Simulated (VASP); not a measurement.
InSb2As3:

```
In Sb As
1.0
     5.30793    0.00000    0.00000
    -2.65397    4.59681    0.00000
     0.00000    0.00000    7.66972
In Sb As
1 2 3
Direct
  0.00000 0.00000 0.00000
  0.33333 0.66667 0.00000
  0.66667 0.33333 0.00000
  0.28178 0.00000 0.50000
  0.00000 0.28178 0.50000
  0.71822 0.71822 0.50000
```

The cell was built by a generator and needn't be a form met in nature.

```yaml
Program: VASP 6.6.1
Task: relaxation of cell and atoms
Functional: PBE
Potentials_or_basis: VASP PAW PBE potentials, release 64 (In_d, Sb, As)
Cutoff: 520 eV
k_mesh: 3 × 3 × 2
Occupations: gaussian, width 0.15 eV
Spin: no spin polarisation
```

At the start: pressure 0.5 GPa; volume 31.19 Å³/atom.

Q: Where does the relaxation end?

A: Over 9 steps the energy falls by 353.2 meV/atom and the volume is 23.75 Å³/atom (-23.8 %); space group P-62m (No. 189, to 0.05 Å).

The path:
```csv
step,energy change (eV),largest force (eV/Å),pressure (GPa),volume (Å³)
1,0.0000,1.3993,0.54,187.14
2,-0.6110,1.3168,-1.14,189.70
3,-1.2617,1.3512,-1.26,193.97
4,-1.3160,0.3076,-1.83,193.29
5,-1.5376,0.8575,-0.70,179.63
6,-1.6131,1.2879,0.35,170.99
7,-1.7544,0.5829,-0.78,166.57
8,-1.8803,0.1131,-1.67,158.74
9,-2.1192,0.0768,0.41,142.53
```

Final structure:
```
In Sb As
1.0
     5.81070    0.00000    0.00000
    -2.90535    5.03221    0.00000
     0.00000    0.00000    4.87430
In Sb As
1 2 3
Direct
  0.00000 0.00000 0.00000
  0.33333 0.66667 0.00000
  0.66667 0.33333 0.00000
  0.27855 0.00000 0.50000
  0.00000 0.27855 0.50000
  0.72145 0.72145 0.50000
```

Caveat: the k mesh is coarse (spacing up to 0.46 Å⁻¹), so the values aren't converged; the volume moved by over 15 % at a fixed basis, so the end points are rough; this functional lacks dispersion, which binds the layers, so the pressure and a relaxed spacing across them are unreliable.
